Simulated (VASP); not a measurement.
An input for Quantum ESPRESSO's pw.x (written as the equivalent of a VASP run, and not itself run):

```
&CONTROL
  calculation = 'scf'
  pseudo_dir = './pseudo'
  outdir = './out'
  tprnfor = .true.
  tstress = .true.
/
&SYSTEM
  ibrav = 0
  nat = 5
  ntyp = 3
  ecutwfc = 100
  occupations = 'smearing'
  smearing = 'methfessel-paxton'
  degauss = 0.00735
  input_dft = 'pbe'
/
&ELECTRONS
  conv_thr = 7.3e-08
  electron_maxstep = 100
/
ATOMIC_SPECIES
  Lu 174.967 Lu.upf
  Co 58.933 Co.upf
  Ge 72.630 Ge.upf
CELL_PARAMETERS angstrom
    -1.9406900    1.9406900    4.9740850
     1.9406900   -1.9406900    4.9740850
     1.9406900    1.9406900   -4.9740850
ATOMIC_POSITIONS crystal
  Lu   0.0000000  0.0000000  0.0000000
  Co   0.7500000  0.2500000  0.5000000
  Co   0.2500000  0.7500000  0.5000000
  Ge   0.3739400  0.3739400  0.0000000
  Ge   0.6260600  0.6260600  0.0000000
K_POINTS automatic
  10 10 10 0 0 0
HUBBARD {ortho-atomic}
U Co-3d 4
```

Question: Translate this input to VASP (INCAR, KPOINTS, POSCAR, choice of POTCAR).

Answer: Several could match; the one computed here: 
### KPOINTS
```
Automatic mesh
0
Gamma
10 10 10
0 0 0
```

POSCAR:
```
Lu(CoGe)2
5.6810280
 -0.3416089482   0.3416089482   0.8755607260
  0.3416089482  -0.3416089482   0.8755607260
  0.3416089482   0.3416089482  -0.8755607260
Lu Co Ge
1 2 2
Cartesian
  0.0000000000   0.0000000000   0.0000000000
  0.0000000000   0.3416089482   0.4377803630
  0.3416089482   0.0000000000   0.4377803630
 -0.0000000000   0.0000000000   0.6548143557
 -0.0000000000   0.0000000000   1.0963070962
```

**INCAR**
```
# general
SYSTEM    = Lu(CoGe)2
PREC      = Accurate
ENCUT     = 400   # plane-wave cut-off (eV)
LREAL     = F
LASPH     = T   # aspherical one-centre terms

# electronic loop
EDIFF     = 1E-6   # SCF stop (eV)
NELM      = 100   # most electronic steps
ALGO      = Normal   # blocked Davidson
LMAXMIX   = 6

# smearing
ISMEAR    = 1   # Methfessel-Paxton
SIGMA     = 0.1

# functional
GGA       = PE   # PBE

# DFT+U
LDAU      = T
LDAUTYPE  = 2
LDAUL     = -1 2 -1
LDAUU     = 0 4.0 0
LDAUJ     = 0 0 0
LDAUPRINT = 1

# ions
ISIF      = 2   # forces and stress, cell fixed

# output
LWAVE     = F
LCHARG    = F
LORBIT    = 10
```

POTCAR, in this order: Lu_3 Co Ge_d (PBE.64 set). Program: vasp_std.

The two are equivalent in intent, not identical: the potentials are each code's own (VASP's PAW set, PseudoDojo norm-conserving files in pw.x), so ENCUT and ecutwfc are chosen apart and not converted; conv_thr bounds pw.x's estimated SCF error, while EDIFF bounds the energy change between steps; the +U projectors differ (PAW spheres against orthogonalised atomic orbitals), so the same U acts differently.

The structure comes from a computed database's Co2LuGe2 entry (I4/mmm); how it stands against other phases isn't given here. The cell was not relaxed at this level. The run is one of a series of settings (LDAU = .TRUE., LDAUJ = 0 0 0, LDAUL = -1 2 -1, LDAUTYPE = 2, LDAUU = 0 4.0 0 against the base run), some of them coarse on purpose.
